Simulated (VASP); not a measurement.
**GW on LiF (Griceite): a test of the settings**

How far does the GW correction to the gap of LiF (Griceite) depend on the settings? The starting structure is a measured crystal structure from the Crystallography Open Database. Cell and atoms stay as given.

Method: GW on LDA orbitals, with plane waves and PAW data sets made for GW, in VASP 6.6.1.

**1. The structure**

Symmetry: Fm-3m, No. 225, cubic system. Conventional cell: a = 4.028 Å, b = 4.028 Å, c = 4.028 Å, α = 90.00°, β = 90.00°, γ = 90.00°. Nearest to F lie 6 Li at 2.01 Å. Li has 6 F at 2.01 Å nearest. Farther neighbours and most contacts between anions are not listed.

As a file:

```xyz
2
Lattice="0.0000 2.0140 2.0140 2.0140 0.0000 2.0140 2.0140 2.0140 0.0000" Properties=species:S:1:pos:R:3 pbc="T T T"
F     2.0140    2.0140    2.0140
Li    0.0000    0.0000    0.0000
```

**2. G0W0 (response cutoff 100 eV, 5×5×5 mesh)**

It reads the orbitals and their derivatives (WAVECAR and WAVEDER) of a run with the empty bands, which follows a ground-state run; neither is shown.

INCAR

```
SYSTEM = LiF
PREC = Accurate
ENCUT = 520
ISMEAR = 0
SIGMA = 0.01
LREAL = .FALSE.
GGA = CA
NBANDS = 40
ALGO = EVGW0
NELMGW = 1
ENCUTGW = 100
NOMEGA = 40
PRECFOCK = Fast
NBANDSGW = 12
LWAVE = .FALSE.
LCHARG = .FALSE.
```

POSCAR

```
LiF
1.0
    0.0000000000      2.0140000000      2.0140000000
    2.0140000000      0.0000000000      2.0140000000
    2.0140000000      2.0140000000      0.0000000000
F Li
1 1
Direct
    0.5000000000      0.5000000000      0.5000000000
    0.0000000000      0.0000000000      0.0000000000
```

KPOINTS

```
Automatic mesh
0
Gamma
5 5 5
0 0 0
```

PAW data sets: F_GW and Li_GW (LDA family, release 64).

Launch:

```console
$ mpirun -np 4 vasp_std
```

What it wrote:

```text
[banner, memory and clock lines left out]
running    4 mpi-ranks, on    1 nodes
 distrk:  each k-point on    4 cores,    1 groups
 distr:  one band on    1 cores,    4 groups

 POSCAR found type information on POSCAR F Li
 POSCAR found :  2 types and       2 ions
|                                                                             |
|           W    W    AA    RRRRR   N    N  II  N    N   GGGG   !!!           |
|           W    W   A  A   R    R  NN   N  II  NN   N  G    G  !!!           |
|           W    W  A    A  R    R  N N  N  II  N N  N  G       !!!           |
|           W WW W  AAAAAA  RRRRR   N  N N  II  N  N N  G  GGG   !            |
|           WW  WW  A    A  R   R   N   NN  II  N   NN  G    G                |
|           W    W  A    A  R    R  N    N  II  N    N   GGGG   !!!           |
|                                                                             |
|     The default for ENCUTGWSOFT is different in this version of VASP.       |
|     please manually set ENCUTGWSOFT =100 in the INCAR file.                 |
|                                                                             |

 LDA part: xc-table for (Slater(with rela. corr.)+CA(PZ))
 , standard interpolation
 found WAVECAR, reading the header
 POSCAR, INCAR and KPOINTS ok, starting setup
 FFT: planning ... GRIDC
 FFT: planning ... GRID_SOFT
 FFT: planning ... GRID
 reading WAVECAR
 the WAVECAR file was read successfully
 initial charge from wavefunction
 available memory per node:     61.32 GB, setting MAXMEM to     62791

 The Fermi energy was updated, please check that it is located mid-gap
 values below the HOMO (VB) or above the LUMO (CB) will cause erroneous energies
 E-fermi :   2.7106

 calculate exact exchange contribution
 the WAVEDER file was read successfully
energies w=
    0.000    0.000    1.027    0.000    2.049    0.000    3.058    0.000
    4.052    0.000    5.027    0.000    5.980    0.000    6.912    0.000
    7.824    0.000    8.717    0.000    9.595    0.000   10.460    0.000
   11.317    0.000   12.169    0.000   13.023    0.000   13.882    0.000
   14.753    0.000   15.643    0.000   16.558    0.000   17.508    0.000
   18.500    0.000   19.547    0.000   20.660    0.000   21.858    0.000
   23.159    0.000   24.587    0.000   26.176    0.000   27.965    0.000
   30.009    0.000   32.381    0.000   35.186    0.000   38.568    0.000
   42.745    0.000   48.052    0.000   55.034    0.000   64.643    0.000
   78.690    0.000  101.121    0.000  142.448    0.000  243.164    0.000
 responsefunction array rank=      44
 LDA part: xc-table for (Slater(with rela. corr.)+CA(PZ))
 , standard interpolation

 min. memory requirement per mpi rank     57.4 MB, per node    229.8 MB

 allocating  10 responsefunctions rank=    44
 shmem allocating  40 responsefunctions rank=    44
 response function shared by NCSHMEM nodes    1
 Doing           10  frequencies on each core in blocks of           40
NQ=   1    0.0000    0.0000    0.0000,
|.........|.........|.........|.........|.........|.........|.........|.........
 performed         45000 updates of chi_q(r,r)
 total number of BLAS operations          0.27 Gflops
NQ=   2    0.2000    0.0000    0.0000,
|.........|.........|.........|.........|.........|.........|.........|.........
 performed        147000 updates of chi_q(r,r)
 total number of BLAS operations          1.57 Gflops
NQ=   3    0.4000    0.0000    0.0000,
|.........|.........|.........|.........|.........|.........|.........|.........
 performed        249000 updates of chi_q(r,r)
 total number of BLAS operations          2.69 Gflops
NQ=   4    0.2000    0.2000    0.0000,
|.........|.........|.........|.........|.........|.........|.........|.........
 performed        337000 updates of chi_q(r,r)
 total number of BLAS operations          4.01 Gflops
NQ=   5    0.4000    0.2000    0.0000,
|.........|.........|.........|.........|.........|.........|.........|.........
 performed        481000 updates of chi_q(r,r)
 total number of BLAS operations          5.51 Gflops
NQ=   6   -0.4000    0.2000    0.0000,
|.........|.........|.........|.........|.........|.........|.........|.........
 performed        625000 updates of chi_q(r,r)
 total number of BLAS operations          7.17 Gflops
NQ=   7   -0.2000    0.2000    0.0000,
|.........|.........|.........|.........|.........|.........|.........|.........
 performed        742000 updates of chi_q(r,r)
 total number of BLAS operations          8.53 Gflops
NQ=   8    0.4000    0.4000    0.0000,
|.........|.........|.........|.........|.........|.........|.........|.........
 performed        830000 updates of chi_q(r,r)
 total number of BLAS operations          9.67 Gflops
NQ=   9   -0.4000    0.4000    0.0000,
|.........|.........|.........|.........|.........|.........|.........|.........
 performed        947000 updates of chi_q(r,r)
 total number of BLAS operations         10.89 Gflops
NQ=  10   -0.4000    0.4000    0.2000,
|.........|.........|.........|.........|.........|.........|.........|.........
 performed       1093000 updates of chi_q(r,r)
 total number of BLAS operations         12.32 Gflops
 resolving degeneracies of screened two electron integrals

 calculate QP shifts <psi_nk| G(iteration)W_0 |psi_nk>: iteration 1
 entering main loop
```

Run time: 9.2 s. Hardware: 4 MPI ranks of AMD EPYC 9R45, shared host; peak memory 0.44 GiB.

Lines that name or quote the potential files are left out of all logs, and their timing lines are given in words.

Parts of OUTCAR (step 2):

```text
ion  position               nearest neighbor table
   1  0.500  0.500  0.500-   2 2.01   2 2.01   2 2.01   2 2.01   2 2.01   2 2.01
   2  0.000  0.000  0.000-   1 2.01   1 2.01   1 2.01   1 2.01   1 2.01   1 2.01

  LATTYP: Found a face centered cubic cell.
 ALAT       =     4.0280000000

 Subroutine GETGRP returns: Found 48 space group operations
 (whereof 48 operations were pure point group operations)

The static configuration has the point symmetry O_h .

 Found     10 irreducible k-points:

   k-points           NKPTS =     10   k-points in BZ     NKDIM =    125   number of bands    NBANDS=     40

   dimension x,y,z NGX =    24 NGY =   24 NGZ =   24
   dimension x,y,z NGXF=    48 NGYF=   48 NGZF=   48

   ENCUT  =  520.0 eV  38.22 Ry    6.18 a.u.   5.30  5.30  5.30*2*pi/ulx,y,z

   NELECT =       8.0000    total number of electrons

  energy-cutoff  :      520.00
  volume of cell :       16.34
      direct lattice vectors                 reciprocal lattice vectors
     0.000000000  2.014000000  2.014000000    -0.248262165  0.248262165  0.248262165
     2.014000000  0.000000000  2.014000000     0.248262165 -0.248262165  0.248262165
     2.014000000  2.014000000  0.000000000     0.248262165  0.248262165 -0.248262165

 k-points in reciprocal lattice and weights: Automatic mesh
   0.00000000  0.00000000  0.00000000       0.008
   0.20000000  0.00000000  0.00000000       0.064
   0.40000000  0.00000000  0.00000000       0.064
   0.20000000  0.20000000  0.00000000       0.048
   0.40000000  0.20000000  0.00000000       0.192
  -0.40000000  0.20000000  0.00000000       0.192
  -0.20000000  0.20000000  0.00000000       0.096
   0.40000000  0.40000000  0.00000000       0.048
  -0.40000000  0.40000000  0.00000000       0.096
  -0.40000000  0.40000000  0.20000000       0.192

 E-fermi :   2.7106

 QP shifts <psi_nk| G(iteration)W_0 |psi_nk>: iteration 1
 for sc-GW calculations column KS-energies equals QP-energies in previous step
 and V_xc(KS)=  KS-energies - (<T + V_ion + V_H > + <T+V_H+V_ion>^1  + <V_x>^1)
 k-point   1 :       0.0000    0.0000    0.0000
  band No.  KS-energies  QP-energies   sigma(KS)   V_xc(KS)     V^pw_x(r,r')   Z            occupation Imag(sigma)
      1     -21.3159     -25.9634     -27.7278     -21.7849     -36.1935       0.7820       2.0000       1.1109
      2      -1.7000      -4.0976     -25.8330     -22.8843     -30.5527       0.8131       2.0000       0.1192
      3      -1.7000      -4.0976     -25.8330     -22.8843     -30.5527       0.8131       2.0000       0.1192
      4      -1.7000      -4.0976     -25.8330     -22.8843     -30.5527       0.8131       2.0000       0.1192
      5       7.1212       9.1782      -8.6569     -11.0047      -5.5406       0.8761       0.0000      -0.0813
      6      21.8151      24.7910      -5.5333      -9.0320      -1.6036       0.8506       0.0000      -0.1840
      7      21.8151      24.7910      -5.5333      -9.0320      -1.6036       0.8506       0.0000      -0.1840
      8      21.8151      24.7910      -5.5333      -9.0320      -1.6036       0.8506       0.0000      -0.1840
    ...

 k-point   2 :       0.2000    0.0000    0.0000
  band No.  KS-energies  QP-energies   sigma(KS)   V_xc(KS)     V^pw_x(r,r')   Z            occupation Imag(sigma)
      1     -21.1486     -25.7744     -27.9103     -21.9764     -36.3690       0.7795       2.0000       1.0781
      2      -2.7068      -5.2836     -24.3891     -21.2104     -28.9670       0.8106       2.0000       0.1269
      3      -1.7801      -4.1985     -25.7613     -22.7858     -30.4783       0.8128       2.0000       0.1199
      4      -1.7801      -4.1985     -25.7613     -22.7858     -30.4783       0.8128       2.0000       0.1199
      5       8.0410      10.2909      -9.0942     -11.6698      -6.0398       0.8735       0.0000      -0.0803
      6      16.6889      19.2948      -7.1741     -10.2134      -3.5986       0.8574       0.0000      -0.1188
      7      19.0738      21.9194      -5.7367      -9.0315      -2.0871       0.8636       0.0000      -0.1227
      8      19.0738      21.9194      -5.7367      -9.0315      -2.0871       0.8636       0.0000      -0.1227
    ...

 k-point   3 :       0.4000    0.0000    0.0000
  band No.  KS-energies  QP-energies   sigma(KS)   V_xc(KS)     V^pw_x(r,r')   Z            occupation Imag(sigma)
      1     -20.8625     -25.3962     -28.2586     -22.3333     -36.7031       0.7651       2.0000       1.0231
      2      -4.0760      -6.8654     -22.9041     -19.4332     -27.4484       0.8036       2.0000       0.1426
      3      -1.9085      -4.3530     -25.6707     -22.6588     -30.3890       0.8117       2.0000       0.1217
      4      -1.9085      -4.3530     -25.6707     -22.6588     -30.3890       0.8117       2.0000       0.1217
      5       8.6987      11.0537      -7.6129     -10.2905      -4.4525       0.8795       0.0000      -0.0806
      6      14.7365      17.6126     -10.2629     -13.6716      -6.8546       0.8437       0.0000      -0.1208
      7      17.0197      19.8466      -5.5338      -8.7679      -2.0537       0.8741       0.0000      -0.0964
      8      17.0197      19.8466      -5.5338      -8.7679      -2.0537       0.8741       0.0000      -0.0964
    ...

 k-point   4 :       0.2000    0.2000    0.0000
  band No.  KS-energies  QP-energies   sigma(KS)   V_xc(KS)     V^pw_x(r,r')   Z            occupation Imag(sigma)
      1     -21.0827     -25.6856     -27.9874     -22.0539     -36.4432       0.7757       2.0000       1.0640
      2      -2.7016      -5.2644     -24.2940     -21.1369     -28.8251       0.8118       2.0000       0.1252
      3      -2.0645      -4.5227     -25.3625     -22.3320     -30.0549       0.8112       2.0000       0.1227
      4      -2.0645      -4.5227     -25.3625     -22.3320     -30.0549       0.8112       2.0000       0.1227
      5       8.6575      11.0202      -9.8555     -12.5702      -6.8729       0.8703       0.0000      -0.0815
      6      17.6099      19.7971      -5.9989      -8.5295      -2.3705       0.8643       0.0000      -0.1243
      7      18.4302      21.2027      -5.5230      -8.7179      -1.9289       0.8678       0.0000      -0.1106
      8      18.8115      21.7300      -6.8167     -10.2318      -3.1022       0.8546       0.0000      -0.1371
    ...

[... 4 further parts left out ...]
```

G0W0 (response cutoff 100 eV, 5×5×5 mesh): the quasiparticle gap on this mesh is 13.276 eV, +4.455 eV from the LDA gap on the same points, with 40 bands.

**3. G0W0 (response cutoff 160 eV, 5×5×5 mesh)**

It reads the orbitals and their derivatives (WAVECAR and WAVEDER) of a run with the empty bands, which follows a ground-state run; neither is shown.

INCAR, as its differences from that of step 2:

```diff
@@ -7,6 +7,6 @@
 GGA = CA
-NBANDS = 40
+NBANDS = 76
 ALGO = EVGW0
 NELMGW = 1
-ENCUTGW = 100
+ENCUTGW = 160
 NOMEGA = 40
```

POSCAR is that of step 2.

KPOINTS is that of step 2.

Launch:

```console
$ mpirun -np 4 vasp_std
```

What it wrote:

```text
[banner, memory and clock lines left out]
running    4 mpi-ranks, on    1 nodes
[...]
|                                                                             |
|           W    W    AA    RRRRR   N    N  II  N    N   GGGG   !!!           |
|           W    W   A  A   R    R  NN   N  II  NN   N  G    G  !!!           |
|           W    W  A    A  R    R  N N  N  II  N N  N  G       !!!           |
|           W WW W  AAAAAA  RRRRR   N  N N  II  N  N N  G  GGG   !            |
|           WW  WW  A    A  R   R   N   NN  II  N   NN  G    G                |
|           W    W  A    A  R    R  N    N  II  N    N   GGGG   !!!           |
|                                                                             |
|     The default for ENCUTGWSOFT is different in this version of VASP.       |
|     please manually set ENCUTGWSOFT =160 in the INCAR file.                 |
|                                                                             |

 LDA part: xc-table for (Slater(with rela. corr.)+CA(PZ))
[...]
total number of BLAS operations         39.28 Gflops
NQ=   6   -0.4000    0.2000    0.0000,
|.........|.........|.........|.........|.........|.........|.........|.........
 performed       1212000 updates of chi_q(r,r)
 total number of BLAS operations         53.17 Gflops
NQ=   7   -0.2000    0.2000    0.0000,
|.........|.........|.........|.........|.........|.........|.........|.........
 performed       1439000 updates of chi_q(r,r)
 total number of BLAS operations         63.38 Gflops
NQ=   8    0.4000    0.4000    0.0000,
|.........|.........|.........|.........|.........|.........|.........|.........
 performed       1611000 updates of chi_q(r,r)
 total number of BLAS operations         71.35 Gflops
NQ=   9   -0.4000    0.4000    0.0000,
|.........|.........|.........|.........|.........|.........|.........|.........
 performed       1838000 updates of chi_q(r,r)
 total number of BLAS operations         81.56 Gflops
NQ=  10   -0.4000    0.4000    0.2000,
|.........|.........|.........|.........|.........|.........|.........|.........
 performed       2119000 updates of chi_q(r,r)
 total number of BLAS operations         93.91 Gflops
 resolving degeneracies of screened two electron integrals

 calculate QP shifts <psi_nk| G(iteration)W_0 |psi_nk>: iteration 1
 entering main loop
[key lines of the parts left out:]
E-fermi :   2.7106
```

Elapsed: 16 s, on 4 MPI ranks; peak memory 0.5 GiB.

From OUTCAR (step 3):

```text
 QP shifts <psi_nk| G(iteration)W_0 |psi_nk>: iteration 1
 for sc-GW calculations column KS-energies equals QP-energies in previous step
 and V_xc(KS)=  KS-energies - (<T + V_ion + V_H > + <T+V_H+V_ion>^1  + <V_x>^1)
 k-point   1 :       0.0000    0.0000    0.0000
  band No.  KS-energies  QP-energies   sigma(KS)   V_xc(KS)     V^pw_x(r,r')   Z            occupation Imag(sigma)
      1     -21.3159     -25.7758     -27.5278     -21.7849     -36.1935       0.7766       2.0000       1.1348
      2      -1.7000      -4.1717     -25.9374     -22.8843     -30.5527       0.8096       2.0000       0.1407
      3      -1.7000      -4.1717     -25.9374     -22.8843     -30.5527       0.8096       2.0000       0.1407
      4      -1.7000      -4.1717     -25.9374     -22.8843     -30.5527       0.8096       2.0000       0.1407
      5       7.1212       9.1950      -8.6324     -11.0047      -5.5406       0.8742       0.0000      -0.0708
      6      21.8151      24.7324      -5.6040      -9.0320      -1.6036       0.8510       0.0000      -0.1762
      7      21.8151      24.7324      -5.6040      -9.0320      -1.6036       0.8510       0.0000      -0.1762
      8      21.8151      24.7324      -5.6040      -9.0320      -1.6036       0.8510       0.0000      -0.1762
    ...

[... 1 part as in an earlier step ...]

[... 2 further parts left out ...]
[key lines of the parts left out:]
E-fermi :   2.7106
```

G0W0 (response cutoff 160 eV, 5×5×5 mesh): the quasiparticle gap on this mesh is 13.367 eV, +4.546 eV from the LDA gap on the same points, with 76 bands.

(Part 1 of 2 ends here.)

[Lines on the potential files, build, host, timing and source positions are cut from VASP's logs without a mark.]

[Logs are printed without paths, hosts, clocks, repeated set-up lines and the standing remarks that a program may print on its own settings, such as how far it seeks lower states.]

[Hosts, paths, dates, database ids (printed as entryN), source tags and the programs' standing remarks are cut or masked in the printed files.]
